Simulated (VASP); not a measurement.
A convergence study with VASP on Cr (bcc, AFM order): one setting is varied, all else stays as given below, so the limit is that of these other settings.

```
Cr
1.0
    2.88000     0.00000     0.00000
    0.00000     2.88000     0.00000
    0.00000     0.00000     2.88000
Cr
2
Cartesian
  0.00000   0.00000   0.00000
  1.44000   1.44000   1.44000
```
Starting moments (μB, in the order of the record's atoms Cr Cr): 1.5 -1.5.

Method: PBE GGA, VASP's PBE PAW potentials (set 64) (plane waves; VASP). The tightest run used: 550 eV cut-off, 22×22×22 Γ-centred mesh, tetrahedra with Blöchl corrections, potentials Cr_pv.

| setting | E (eV/atom) | pressure (GPa) | irreducible k-points |
|---|---|---|---|
| 3×3×3 mesh | -9.4796 | -2.09 | 4 |
| 4×4×4 mesh | -9.4922 | -1.54 | 10 |
| 5×5×5 mesh | -9.5221 | -1.09 | 10 |
| 6×6×6 mesh | -9.5246 | -2.11 | 20 |
| 7×7×7 mesh | -9.5206 | -1.24 | 20 |
| 8×8×8 mesh | -9.5266 | -2.03 | 35 |
| 9×9×9 mesh | -9.5262 | -1.92 | 35 |

Question: These are the cheaper rows. Estimate the results at 22×22×22 mesh, and how far the last row shown lies from them.

Answer: 
```tsv
quantity	tightest run	last row shown is off by
E (eV/atom)	-9.5294	0.0032
pressure (GPa)	-2.36	0.44
```

Left out are rungs that failed or repeat a setting and relaxations that didn't move; long series are thinned to 24 rows.

The compound is Cr in the bcc, AFM order structure. The cell was not relaxed at this level. The spin order is the one that the start imposed; others were not tried in this run.
